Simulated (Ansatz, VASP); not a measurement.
## BeGeMo3 in VASP and in Ansatz

File INCAR:

```
SYSTEM = BeGeMo3
  PREC = Accurate
  ENCUT = 600
  EDIFF = 1E-6
  ISMEAR = 0
  SIGMA = 0.1
  LREAL = .FALSE.
  LASPH = .TRUE.
  NELM = 60
  ALGO = Normal
  ISIF = 3
  LWAVE = .FALSE.
  LCHARG = .FALSE.
  GGA = PE
  IBRION = 2
  NSW = 90
  EDIFFG = -0.04
```

The input KPOINTS:

```
regular mesh
0
G
  4 4 4
  0 0 0
```

Contents of POSCAR:

```
BeGeMo3
1.0
    4.0388750106      0.0000000000      0.0000000000
    0.0000000000      4.0388750106      0.0000000000
    0.0000000000      0.0000000000      4.0388750106
Be Ge Mo
1 1 3
Direct
    0.0000000000      0.0000000000      0.0000000000
    0.5000000000      0.5000000000      0.5000000000
    0.0000000000      0.5000000000      0.5000000000
    0.5000000000      0.0000000000      0.5000000000
    0.5000000000      0.5000000000      0.0000000000
```

Input for Ansatz:

```yaml
crystal:
  lattice:
    - [4.0388750106, 0.0, 0.0]
    - [0.0, 4.0388750106, 0.0]
    - [0.0, 0.0, 4.0388750106]
  atoms:
    - { symbol: Be, position: [0.0, 0.0, 0.0] }
    - { symbol: Ge, position: [0.5, 0.5, 0.5] }
    - { symbol: Mo, position: [0.0, 0.5, 0.5] }
    - { symbol: Mo, position: [0.5, 0.0, 0.5] }
    - { symbol: Mo, position: [0.5, 0.5, 0.0] }
basis:
  ecutwfc: 420
kpoints:
  mp_grid: { grid: [4, 4, 4] }
hamiltonian:
  xc: pbe
scf:
  occupations: { method: gaussian, width: 0.1 }
  lower_state_search: "off"
output:
  forces: true
  stress: true
  eigenvalues: true
relax:
  adjacent_minimum: "off"
  f_tol: 0.04
  max_steps: 70
  cell: { stress_tol: 0.4 }
```

Alike in both runs: task relaxation of cell and atoms; functional PBE; k mesh 4 × 4 × 4; occupations gaussian, width 0.1 eV; no spin polarisation.

|  | VASP | Ansatz |
| --- | --- | --- |
| version | VASP 6.6.1 | Ansatz 0.2.0 |
| potentials or method | VASP PAW PBE potentials, release 64 (Be, Ge_d, Mo_sv) | scalar-relativistic, plane waves, PAW |
| plane-wave cutoff (eV) | 600 | 420 |
| valence electrons in the cell | 58 | 58 |

|  | VASP | Ansatz | Ansatz less VASP |
| --- | --- | --- | --- |
| gap on the k mesh at the Fermi level, each at its own relaxed structure (eV) | none | none | - |
| relaxed volume (Å³/atom) | 19.19 | 19.18 | -0.010 |
| relaxed cell length with the largest relative difference (Å) | 4.578 | 4.577 | -0.0008 |
| energy change over the relaxation (meV/atom) | -1555 | -1512 | +43.1 |

A gap of «none» marks a metal or a gap that the smearing closes.

Caveats: the k mesh is coarse (spacing up to 0.39 Å⁻¹), so the values aren't converged; the volume moved by over 15 % at a fixed basis, so the end points are rough (VASP).
